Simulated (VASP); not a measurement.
These are PBEsol GGA, VASP's PBE PAW potentials (set 64) (plane waves; VASP) values and carry that method's errors.

Input for VASP

### INCAR
```
# general
SYSTEM =Al4P2Sb2
PREC   =Accurate
ENCUT  =400   # plane-wave cut-off (eV)
LREAL  =F   # projection in real space or not
LASPH  =T

# electronic loop
EDIFF  =1E-7   # SCF stop (eV)
NELM   =100   # most electronic steps
ALGO   =Normal   # blocked Davidson
LMAXMIX=4

# smearing
ISMEAR =-5

# functional
GGA    =PS

# ions
ISIF   =2   # forces and stress, cell fixed

# output
LWAVE  =F
LCHARG =T
LORBIT =11
NEDOS  =601

# other
LEFG   =T
```

### KPOINTS
```
Regular mesh
0
G
5 5 5
```

POSCAR:
```
Al4P2Sb2
5.8117030
  0.9999999197   0.0000000000   0.0000000000
  0.0000000000   0.9999999197   0.0000000000
  0.0000000000   0.0000000000   1.0008146229
Al Sb P
4 2 2
Direct
  1.0000000000   0.0000000000   0.9713344087
  0.5000000000   0.5000000000   0.9713344087
  0.5000000000   1.0000000000   0.5286655913
  1.0000000000   0.5000000000   0.5286655913
  0.2500000000   0.2500000000   0.2500000000
  0.7500000000   0.7500000000   0.2500000000
  0.7500000000   0.2500000000   0.7500000000
  0.2500000000   0.7500000000   0.7500000000
```

POTCAR, in this order: Al Sb P (PBE.64 set). Program: vasp_std.

What VASP printed:

OSZICAR:
```
       N       E                     dE             d eps       ncg     rms          rms(c)
DAV:   1     0.935236102299E+02    0.93524E+02   -0.95587E+03   756   0.962E+02
DAV:   2    -0.318847222553E+02   -0.12541E+03   -0.12035E+03  1003   0.164E+02
DAV:   3    -0.399827227744E+02   -0.80980E+01   -0.80162E+01   948   0.440E+01
DAV:   4    -0.401473123303E+02   -0.16459E+00   -0.16412E+00   942   0.736E+00
DAV:   5    -0.401517159138E+02   -0.44036E-02   -0.44022E-02   942   0.122E+00    0.769E+00
DAV:   6    -0.393382595723E+02    0.81346E+00   -0.13600E+00   881   0.462E+00    0.485E+00
DAV:   7    -0.391761913592E+02    0.16207E+00   -0.63287E-01   923   0.323E+00    0.177E+00
DAV:   8    -0.391654975439E+02    0.10694E-01   -0.56098E-02   896   0.120E+00    0.316E-01
DAV:   9    -0.391663930453E+02   -0.89550E-03   -0.78317E-03   911   0.508E-01    0.123E-01
DAV:  10    -0.391665009038E+02   -0.10786E-03   -0.77907E-04   970   0.139E-01    0.514E-02
DAV:  11    -0.391665554175E+02   -0.54514E-04   -0.10988E-04   904   0.602E-02    0.309E-02
DAV:  12    -0.391665674360E+02   -0.12018E-04   -0.17315E-05   895   0.229E-02    0.783E-03
DAV:  13    -0.391665683032E+02   -0.86726E-06   -0.30831E-06   998   0.923E-03    0.257E-03
DAV:  14    -0.391665684397E+02   -0.13649E-06   -0.31855E-07   763   0.290E-03    0.162E-03
DAV:  15    -0.391665685264E+02   -0.86658E-07   -0.37419E-08   583   0.105E-03
   1 F= -.39166569E+02 E0= -.39166569E+02  d E =0.000000E+00
```

**OUTCAR**
```
------------------------ aborting loop because EDIFF is reached ----------------------------------------
  FORCE on cell =-STRESS in cart. coord.  units (eV):
  Direction    XX          YY          ZZ          XY          YZ          ZX
  --------------------------------------------------------------------------------------
  Total       -0.0588102     -0.0588102      0.1237569     -0.0000000      0.0000000      0.0000000
  in kB       -0.4796226     -0.4796226      1.0092902     -0.0000000      0.0000000      0.0000000
  external PRESSURE =       0.0166817 kB  Pullay stress =       0.0000000 kB
  volume of cell :      196.46
      direct lattice vectors                 reciprocal lattice vectors
     5.811702534  0.000000000  0.000000000     0.172066618  0.000000000  0.000000000
     0.000000000  5.811702534  0.000000000     0.000000000  0.172066618  0.000000000
     0.000000000  0.000000000  5.816437346     0.000000000  0.000000000  0.171926549
 POSITION                                       TOTAL-FORCE (eV/Angst)
 -----------------------------------------------------------------------------------
      0.00000      0.00000      5.64971        -0.000000      0.000000     -0.003864
      2.90585      2.90585      5.64971        -0.000000      0.000000     -0.003864
      2.90585      0.00000      3.07495        -0.000000      0.000000      0.003864
      0.00000      2.90585      3.07495        -0.000000      0.000000      0.003864
      1.45293      1.45293      1.45411         0.000000     -0.000000      0.000000
      4.35878      4.35878      1.45411         0.000000     -0.000000     -0.000000
      4.35878      1.45293      4.36233        -0.000000      0.000000      0.000000
      1.45293      4.35878      4.36233         0.000000     -0.000000     -0.000000
 -----------------------------------------------------------------------------------
    total drift:                                0.000000     -0.000000     -0.000000
  FREE ENERGIE OF THE ION-ELECTRON SYSTEM (eV)
  ---------------------------------------------------
  free  energy   TOTEN  =       -39.1665685264 eV

  energy  without entropy=      -39.1665685264  energy(sigma->0) =      -39.16656853

 total charge

# of ion       s       p       d       tot
------------------------------------------
    1        0.403   0.365   0.000   0.767
    2        0.403   0.365   0.000   0.767
    3        0.403   0.365   0.000   0.767
    4        0.403   0.365   0.000   0.767
    5        1.110   1.469   0.024   2.603
    6        1.110   1.469   0.024   2.603
    7        1.013   1.522   0.000   2.535
    8        1.013   1.522   0.000   2.535
--------------------------------------------------
tot          5.856   7.440   0.049  13.344

 Electric field gradients after diagonalization (V/A^2)
 (convention: |V_zz| > |V_xx| > |V_yy|)
----------------------------------------------------------------------
 ion       V_xx      V_yy      V_zz     asymmetry (V_yy - V_xx)/ V_zz
----------------------------------------------------------------------
   1      -2.018    -0.129     2.147       0.880
   2      -2.018    -0.129     2.147       0.880
   3      -2.018    -0.129     2.147       0.880
   4      -2.018    -0.129     2.147       0.880
   5     -27.891   -27.891    55.783       0.000
   6     -27.891   -27.891    55.783       0.000
   7       8.354     8.354   -16.709       0.000
   8       8.354     8.354   -16.709       0.000
```
(Selected blocks of OUTCAR.)

The structure was generated: Al4P2Sb2 was put into an ordered model structure (P-4m2), which need not be its known phase. It was relaxed first.
